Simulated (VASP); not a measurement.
A convergence study with VASP on BaO2 (space group I4/mmm): one setting is varied, all else stays as given below, so the limit is that of these other settings. Each run relaxes cell and ions from the cell shown. The basis is that of the starting cell, so low cut-offs carry a Pulay error.

```
BaO2
1.0
   -1.91536     1.91536     3.44255
    1.91536    -1.91536     3.44255
    1.91536     1.91536    -3.44255
Ba O
1 2
Direct
  0.00000   0.00000   0.00000
  0.39166   0.39166   0.00000
  0.60834   0.60834   0.00000
```

All values below come from PBEsol GGA, VASP's PBE PAW potentials (set 64) (plane waves; VASP 6.6.1). The tightest run used: 800 eV cut-off, 7×7×7 Γ-centred mesh, Gaussian smearing of 0.050 eV, potentials Ba_sv O.

Unless said otherwise, spin-orbit coupling is left out, though it shifts the bands of the heavy elements here. Gaps are read on the run's mesh, which can miss a band edge.

### Question
The settings run are ENCUT = 250; ENCUT = 300; ENCUT = 350; ENCUT = 400; ENCUT = 450; ENCUT = 500; ENCUT = 550; ENCUT = 600; ENCUT = 650; ENCUT = 700; ENCUT = 750; ENCUT = 800. From which on does the relaxed volume stay within 0.1 Å³/atom of the tightest run?

### Answer
From ENCUT = 500 on: it is off by 0.022 there and by no more than 0.1 in any finer run, while ENCUT = 450 is off by 0.161.
| setting | relaxed volume (Å³/atom) | E (eV/atom) | gap on the mesh (eV) | plane waves | difference judged (Å³/atom) |
|---|---|---|---|---|---|
| ENCUT = 250 | 12.742 | -7.2952 | 1.981 | 461 | 3.722 |
| ENCUT = 300 | 14.115 | -6.4872 | 2.087 | 612 | 2.349 |
| ENCUT = 350 | 15.170 | -6.1981 | 2.077 | 763 | 1.294 |
| ENCUT = 400 | 15.907 | -6.1247 | 2.080 | 938 | 0.557 |
| ENCUT = 450 | 16.303 | -6.1059 | 2.076 | 1113 | 0.161 |
| ENCUT = 500 | 16.442 | -6.1026 | 2.072 | 1293 | 0.022 |
| ENCUT = 550 | 16.448 | -6.1032 | 2.068 | 1517 | 0.016 |
| ENCUT = 600 | 16.431 | -6.1044 | 2.067 | 1710 | 0.033 |
| ENCUT = 650 | 16.430 | -6.1050 | 2.068 | 1914 | 0.034 |
| ENCUT = 700 | 16.440 | -6.1054 | 2.069 | 2140 | 0.024 |
| ENCUT = 750 | 16.452 | -6.1054 | 2.069 | 2374 | 0.011 |
| ENCUT = 800 | 16.464 | -6.1054 | 2.069 | 2616 | 0.000 |

Left out are rungs that failed or repeat a setting and relaxations that didn't move; long series are thinned to 24 rows.

The structure comes from a computed database's BaO2 entry (I4/mmm); how it stands against other phases isn't given here.
